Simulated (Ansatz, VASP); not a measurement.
## Ta (Tantalum): VASP beside Ansatz

Wanted: the spread between two codes on one cell, functional and k mesh. The cell is taken from a series of VASP runs on this material, whose earlier steps may have relaxed, scaled or displaced it; both programs get it as it stands.

Program: Ansatz 0.2.0. Level of theory: plane waves, with VASP 6.6.1 beside it; relaxation of cell and atoms at LDA and relaxation of cell and atoms at PBEsol, spin-orbit coupling. Results are calculated unless marked as measured.

### 1. Set-up

Symmetry: Im-3m, No. 229, cubic system. The conventional cell has a = 3.257 Å, b = 3.257 Å, c = 3.257 Å, α = 90.00°, β = 90.00°, γ = 90.00°. Nearest to Ta lie 8 Ta at 2.82 Å.

Coordinates:

```cif
data_structure
_symmetry_space_group_name_H-M 'Im-3m'
_symmetry_Int_Tables_number 229
_cell_length_a 3.2569
_cell_length_b 3.2569
_cell_length_c 3.2569
_cell_angle_alpha 90.000
_cell_angle_beta 90.000
_cell_angle_gamma 90.000
_cell_volume 34.55
loop_
_atom_site_label
_atom_site_type_symbol
_atom_site_symmetry_multiplicity
_atom_site_Wyckoff_symbol
_atom_site_fract_x
_atom_site_fract_y
_atom_site_fract_z
_atom_site_occupancy
Ta1 Ta 2 a 0.00000 0.00000 0.00000 1
```

### 2. VASP: relaxation of cell and atoms, LDA

The relaxed volume is the usual yardstick between codes: its relative difference is about their pressure difference at one cell divided by the bulk modulus.

Lines of VASP's logs that name or quote its potential files are left out, and so is its time.

File INCAR:

```
SYSTEM = Ta
PREC = Accurate
ENCUT = 450
EDIFF = 1E-06
NELM = 100
ISMEAR = 1
SIGMA = 0.15
LREAL = .FALSE.
ALGO = Normal
GGA = CA
NBANDS = 11
LORBIT = 11
LWAVE = .FALSE.
LCHARG = .FALSE.
KPAR = 4
IBRION = 2
NSW = 50
ISIF = 3
EDIFFG = -0.006
```

File POSCAR:

```
Ta
1.0
   -1.6284389586      1.6284389586      1.6284389586
    1.6284389586     -1.6284389586      1.6284389586
    1.6284389586      1.6284389586     -1.6284389586
Ta
1
Direct
    0.0000000000      0.0000000000      0.0000000000
```

File KPOINTS:

```
Automatic mesh
0
Gamma
18 18 18
0 0 0
```

The projector-augmented-wave data sets are Ta_pv (LDA family, release 64).

The run is started by

```sh
mpirun -np 4 vasp_std
```

Numbers of over 12 decimals in the logs are rounded to 6 here.

Output:

```text
[banner, memory and clock lines left out]
running    4 mpi-ranks, on    1 nodes
 distrk:  each k-point on    1 cores,    4 groups
 distr:  one band on    1 cores,    1 groups

 POSCAR found type information on POSCAR Ta
 POSCAR found :  1 types and       1 ions
 LDA part: xc-table for (Slater(with rela. corr.)+CA(PZ))
 , standard interpolation
 POSCAR, INCAR and KPOINTS ok, starting setup
 FFT: planning ... GRIDC
 FFT: planning ... GRID_SOFT
 FFT: planning ... GRID
 WAVECAR not read
 entering main loop
       N       E                     dE             d eps       ncg     rms          rms(c)
DAV:   1     0.523773567764E+02    0.52377E+02   -0.57919E+03  4301   0.860E+02
DAV:   2    -0.123977197863E+02   -0.64775E+02   -0.63233E+02  4739   0.235E+02
DAV:   3    -0.132913689914E+02   -0.89365E+00   -0.88305E+00  5254   0.267E+01
DAV:   4    -0.132941651535E+02   -0.27962E-02   -0.27956E-02  4748   0.159E+00
DAV:   5    -0.132941753892E+02   -0.10236E-04   -0.10236E-04  5042   0.936E-02    0.145E+01
DAV:   6    -0.129402391576E+02    0.35394E+00   -0.30595E-01  4881   0.591E+00    0.706E+00
DAV:   7    -0.128316159768E+02    0.10862E+00   -0.26243E-01  4869   0.504E+00    0.350E-01
DAV:   8    -0.128298578403E+02    0.17581E-02   -0.71928E-03  5014   0.743E-01    0.537E-02
DAV:   9    -0.128298508691E+02    0.69712E-05   -0.56920E-05  4919   0.724E-02    0.230E-02
DAV:  10    -0.128298503781E+02    0.49092E-06   -0.38185E-06  4864   0.217E-02
   1 F= -.12829850E+02 E0= -.12830070E+02  d E =-.128299E+02
 curvature:   0.00 expect dE= 0.000E+00 dE for cont linesearch  0.000E+00
 trial: gam= 0.00000 g(F)=  0.152E-62 g(S)=  0.570E-06 ort = 0.000E+00 (trialstep = 0.100E+01)
 search vector abs. value=  0.570E-06
 reached required accuracy - stopping structural energy minimisation
```

Parts of OUTCAR (step 2):

```text
ion  position               nearest neighbor table
   1  0.000  0.000  0.000-

  LATTYP: Found a body centered cubic cell.
 ALAT       =     3.2568779172

 Subroutine GETGRP returns: Found 48 space group operations
 (whereof 48 operations were pure point group operations)

The static configuration has the point symmetry O_h .

 Found    195 irreducible k-points:

   k-points           NKPTS =    195   k-points in BZ     NKDIM =    195   number of bands    NBANDS=     11

   dimension x,y,z NGX =    20 NGY =   20 NGZ =   20
   dimension x,y,z NGXF=    40 NGYF=   40 NGZF=   40

   ENCUT  =  450.0 eV  33.07 Ry    5.75 a.u.   4.88  4.88  4.88*2*pi/ulx,y,z

   NELECT =      11.0000    total number of electrons

 k-points in reciprocal lattice and weights: Automatic mesh
   0.00000000  0.00000000  0.00000000       0.000
   0.05555556  0.00000000  0.00000000       0.002
   0.11111111  0.00000000  0.00000000       0.002
   0.16666667  0.00000000  0.00000000       0.002
   0.22222222  0.00000000  0.00000000       0.002
   0.27777778  0.00000000  0.00000000       0.002
   0.33333333  0.00000000  0.00000000       0.002
   0.38888889  0.00000000  0.00000000       0.002
   0.44444444  0.00000000  0.00000000       0.002
[...]
0.50000000  0.50000000  0.44444444       0.002
   0.50000000  0.50000000  0.50000000       0.000

 average (electrostatic) potential at core
       1 -36.3680

 E-fermi :   5.7457

 k-point     1 :       0.0000    0.0000    0.0000
  band No.  band energies     occupation
      1     -26.9835      2.00000
      2     -26.9835      2.00000
      3     -26.9835      2.00000
      4      -2.2464      2.00000
      5       6.4191     -0.00000
      6       6.4191     -0.00000
      7       6.4191     -0.00000
      8       9.8292      0.00000
      9       9.8292      0.00000
    ...

 k-point     2 :       0.0556    0.0000    0.0000
  band No.  band energies     occupation
      1     -27.0290      2.00000
      2     -26.9973      2.00000
      3     -26.9838      2.00000
      4      -2.0995      2.00000
      5       6.3238     -0.00000
      6       6.3939     -0.00000
      7       6.5626     -0.00000
      8       9.6704      0.00000
      9       9.8291      0.00000
    ...

 k-point     3 :       0.1111    0.0000    0.0000
  band No.  band energies     occupation
      1     -27.1585      2.00000
      2     -27.0368      2.00000
      3     -26.9846      2.00000
      4      -1.6756      2.00000
      5       6.0618     -0.01113
      6       6.2861     -0.00000
      7       6.9885     -0.00000
      8       9.3401      0.00000
      9       9.8369      0.00000
    ...

  Total        0.0019837      0.0019837      0.0019837      0.0000000     -0.0000000     -0.0000000
  in kB        0.1839994      0.1839994      0.1839994      0.0000000     -0.0000000     -0.0000000
  external PRESSURE =       0.1839994 kB  Pullay stress =       0.0000000 kB

  energy-cutoff  :      450.00
  volume of cell :       17.27
      direct lattice vectors                 reciprocal lattice vectors
    -1.628438959  1.628438959  1.628438959     0.000000000  0.307042519  0.307042519
     1.628438959 -1.628438959  1.628438959     0.307042519  0.000000000  0.307042519
     1.628438959  1.628438959 -1.628438959     0.307042519  0.307042519  0.000000000

 POSITION                                       TOTAL-FORCE (eV/Angst)
 -----------------------------------------------------------------------------------
      0.00000      0.00000      0.00000         0.000000      0.000000      0.000000
 -----------------------------------------------------------------------------------
    total drift:                                0.000000     -0.000000      0.000000

  FREE ENERGIE OF THE ION-ELECTRON SYSTEM (eV)
  ---------------------------------------------------
  free  energy   TOTEN  =       -12.8298503781 eV

  energy  without entropy=      -12.8305099169  energy(sigma->0) =      -12.83007022

 reached required accuracy - stopping structural energy minimisation

 total charge
# of ion       s       p       d       tot
------------------------------------------
    1        0.381   6.171   2.487   9.039

[... 3 further parts left out ...]
```

### 3. Ansatz: relaxation of cell and atoms, LDA

Ansatz runs on its default PAW (the set named soft_2) files.

The same cell, functional (in two slightly different forms), mesh and smearing now go to Ansatz, which takes its cutoff from its data sets.

File input.yaml:

```yaml
crystal:
  lattice:
    - [-1.6284389586, 1.6284389586, 1.6284389586]
    - [1.6284389586, -1.6284389586, 1.6284389586]
    - [1.6284389586, 1.6284389586, -1.6284389586]
  atoms:
    - { symbol: Ta, position: [0.0, 0.0, 0.0] }
hamiltonian:
  xc: lda
  pseudopotentials: { kind: paw }
kpoints:
  mp_grid: { grid: [18, 18, 18] }
scf:
  occupations: { method: methfessel_paxton, width: 0.15 }
relax:
  f_tol: 0.01
  max_steps: 60
  cell: { stress_tol: 0.05 }
output:
  forces: true
  stress: true
```

The run is started by

```sh
ansatz run input.yaml --threads 4 --pin off --max-ram 9216MiB --backend cpu --events-out ev --progress --plain --runs-dir out
```

Output:

```text
Engine: ansatz 0.2.0, aarch64-unknown-linux-gnu
Pseudopotentials: kind: paw
Pseudopotential: Ta, paw, valence charge 13, recommended cutoff 420 eV (normal), Ta.paw.azcp
Functional definition: SPW92
  exchange = slater_x
  correlation = pw_c
Crystal: 1 atoms, lattice volume = 17.273 Å³
Basis set: ecut = 420 eV, 321 PW (Γ)
Bands: 11, of which v1, the nominal top of the filled ones, is band 7 counted from 1 (6 counted from 0)
Symmetry: 48 space group operations
Space group: Im-3m (ITA 229), of the structure as read, at distance tolerance 2.6e-5 Å
k-points: 195 of 5832
Non-local potential: Ta, projectors of the file, l = 0: 3, l = 1: 2, l = 2: 2, l = 3: 1
PAW form: soft (Blöchl's): semilocal exchange-correlation on the pseudo side does not see the compensation charge
PAW frozen core: Ta, regenerated for the run's functional, and the local potential with it (the file was generated under x = pbe(κ = 0.804, μ = 0.219515), c = pbe(β = 0.066725))
PAW one-centre angular grid: Ta, 590 points (default); XC on 64 Gauss nodes
Initial density: superposition of atomic densities (neutral atoms: chi_scale 0, normalization atom), corrected by the library's trained network
Initial wavefunctions: pseudopotential atomic-orbital guess
Functional: x = slater, c = lda
SCF iter   1: F=—  HF=-9682.613624 eV  |F-HF|=—  |Δ(HF+E_count)|=         —  Δρ=5.01e-3  dr2=3.15e-3  ethr=1.77e-3  ⟨swp⟩=5.1  Hψ=11868  notcnv=0
preconditioner: auto → none  [metal: Δε(μ)=0.010 eV  Ē_g=8.616 eV  σ=0.150 eV  W_gap=0.05  n_scr=0 (ndim 8)  ℏωp=20.0 eV  f_vac=0.000  D(μ)=1.13/eV (n_scr^D=12)]
SCF iter   2: F=—  HF=-9682.612481 eV  |F-HF|=—  |Δ(HF+E_count)|=   1.14e-3  S|Δr|=    0.00e0  Δρ=2.09e-3  dr2=3.28e-4  ethr=2.42e-5  ⟨swp⟩=1.5  Hψ=3965  notcnv=0
SCF iter   3: F=—  HF=-9682.612464 eV  |F-HF|=—  |Δ(HF+E_count)|=   1.72e-5  S|Δr|=    0.00e0  Δρ=4.72e-4  dr2=1.21e-5  ethr=2.53e-6  ⟨swp⟩=1.2  Hψ=2171  notcnv=0
SCF iter   4: F=—  HF=-9682.612464 eV  |F-HF|=—  |Δ(HF+E_count)|=   3.84e-7  S|Δr|=    0.00e0  Δρ=2.12e-5  dr2=3.12e-8  ethr=7.69e-10  ⟨swp⟩=4.1  Hψ=8065  notcnv=0
SCF iter   5: F=-9682.612464 eV  HF=-9682.612464 eV  |F-HF|=2.08e-9  |Δ(HF+E_count)|=   5.60e-9  S|Δr|=    0.00e0  Δρ=4.37e-6  dr2=2.41e-9  ethr=2.40e-10  ⟨swp⟩=2.1  Hψ=7278  notcnv=0
SCF 1 converged in 5 iterations: F = -9682.612464 eV  dr2 = 2.41e-9
  greatest PAW one-centre occupation: 1.000 electrons in one spin orbital (limit 2), on the Ta atom at site 0 (counted from 0), in its partial waves of l = 0
relax step   1: F+E_penalty+E_count = -9682.61246411 eV  Δ(F+E_penalty+E_count) = +0.000e0 eV  max|allowed force component| = 0.000e0 eV/Å  Δτ_max = 0.0000 Å  P = -0.879 GPa  Ω = 17.273 Å³  (5 SCF iters, dr2 threshold 1.00e-7 eV, accepted)
[...]
relax step   2: F+E_penalty+E_count = -9682.61130351 eV  Δ(F+E_penalty+E_count) = +1.161e-3 eV  max|allowed force component| = 0.000e0 eV/Å  Δτ_max = 0.0000 Å  P = +2.477 GPa  Ω = 17.019 Å³  energy of the carried Pulay correction = +6.977e-5 eV  (3 SCF iters, dr2 threshold 1.00e-7 eV, rejected (line search))
[...]
relax step   3: F+E_penalty+E_count = -9682.61267108 eV  Δ(F+E_penalty+E_count) = -2.070e-4 eV  max|allowed force component| = 0.000e0 eV/Å  Δτ_max = 0.0000 Å  P = -0.016 GPa  Ω = 17.206 Å³  energy of the carried Pulay correction = +1.838e-5 eV  (5 SCF iters, accepted)
[...]
relax step   4: F+E_penalty+E_count = -9682.61265335 eV  Δ(F+E_penalty+E_count) = +1.773e-5 eV  max|allowed force component| = 0.000e0 eV/Å  Δτ_max = 0.0000 Å  P = -0.017 GPa  Ω = 17.206 Å³  stress off target by 1.72e-2 GPa  SCF on the basis re-selected at this cell (its energy is not comparable with the rows above)  (3 SCF iters)
basis re-selected at this cell: Δ(F+E_penalty+E_count) = +1.773e-5 eV, ΔP = -0.001 GPa vs the last step (what re-selecting the basis moved, of the pressure what is left beyond the Pulay correction that the steps carried, after the strain that the cell walked since its last selection, with what the two solves' SCF thresholds leave and, on support functions, any second-order correction that the steps lacked; it is no measure of the basis error at this ecutwfc). This SCF's stress stands 1.72e-2 GPa from its target on what of the cell is left free (relax.cell.stress_tol is 5.00e-2 GPa) and its largest allowed force component is 0.00e0 eV/Å (relax.f_tol is 1.00e-2 eV/Å): [rest of the remark cut]
SCF converged after 3 iterations
Stability not checked: this state was not tested for a lower state beside it, because cold or Methfessel-Paxton smearing, or corrected tetrahedra, fill the levels in a way that the test cannot read (fill_not_monotonic; see scf.lower_state_search)
Free energy (F): -9682.612653 eV
Harris-Foulkes:  -9682.612653 eV  (|F-HF|=5.46e-12)
Internal energy: -9682.613398 eV  (E = F + TS)
E sigma→0 (E₀):  -9682.612840 eV
Entropy (-TS):   0.000745 eV (0.745 meV/atom)
Fermi energy:    19.273563 eV
--- Per-component energies (eV) ---
  E_band       = -94.490053
  E_kinetic    = 368.016454
  E_local      = -527.656904  (includes V_loc(G=0)·N_el)
  E_nonlocal   = 21.186576
  E_hartree    = 183.624383
  E_xc         = -217.427102
  E_vxc        = -204.829140  (∫ρ·V_xc dr)
  E_paw        = -8149.228683  (= ΣΔE_a)
  E_vpaw       = -118.455925  (= ΣTr[D̂ρ^β])
  E_aug_tail   = 0.000133  (compensation charges beyond the density's cutoff)
  E_ewald      = -1361.387158
  E_core_change = 0.258903  (= ΣΔE_core)
  E_smearing   = 0.000745  (= −TS)
  E_closure    = -0.000000  (closes the sum)
  Σ components = -9682.612653   (vs F -9682.612653, Δ=0.00e0)
--- Forces (eV/Å), atoms counted from 1 ---
  atom   1  Ta     0.00000000    -0.00000000     0.00000000
  max |Σ_I F_I| component: 1.15e-31 eV/Å
--- Stress (GPa, compression-positive) ---
       -0.017195       0.000000      -0.000000
        0.000000      -0.017195       0.000000
       -0.000000       0.000000      -0.017195
  P = ⅓ Tr σ = -0.0172 GPa (-0.172 kbar)
--- Relaxed structure (3 steps of the walk, 2 accepted, 1 SCFs on fresh bases) ---
  F+E_penalty+E_count = -9682.61265335 eV   max|allowed force component| = 0.000e0 eV/Å   (the final SCF, on the basis selected at the relaxed cell)
  cell:  # Å, volume = 17.2060 Å³
    - [-1.626323, 1.626323, 1.626323]
    - [1.626323, -1.626323, 1.626323]
    - [1.626323, 1.626323, -1.626323]
  atoms:
    - { symbol: Ta, position: [0.0, 0.0, 0.0] }
```

Run time: 1.6 s. Hardware: 4 threads of Arm Neoverse V2, shared host; peak memory 0.32 GiB.

### 4. Comparison

Known differences besides the potentials themselves: the two LDA forms differ slightly; both relaxations stop at a tolerance, which leaves soft axes loose, and VASP keeps its plane-wave basis; the data sets hold 13 valence electrons in Ansatz (default PAW (the set named soft_2) files) and 11 in VASP; the cutoff is 420 eV in Ansatz and 450 eV in VASP; VASP's log shows a relativistic correction to its local exchange, Ansatz's none; Ansatz adds a Pulay correction to the stress that steers its cell, VASP none. Total energies have different zeros and are not compared.

The two programs side by side:

```csv
quantity,Ansatz,VASP,difference
volume (Å³),17.21,17.27,-0.39 %
"edge a after relaxation, in the typed setting (Å)",2.817,2.821,-0.13 %
```

The walks stopped with -0.02 GPa left in Ansatz and 0.02 GPa in VASP; each walk ends within a tolerance, so the volume difference is uncertain by about these residues over the bulk modulus, most in soft cells.

(Part 1 of 2 ends here.)

[Lines on the potential files, build, host, timing and source positions are cut from VASP's logs without a mark.]

[Logs are printed without paths, hosts, clocks, repeated set-up lines and the standing remarks that a program may print on its own settings, such as how far it seeks lower states.]

[Hosts, paths, dates, database ids (printed as entryN), source tags and the programs' standing remarks are cut or masked in the printed files.]
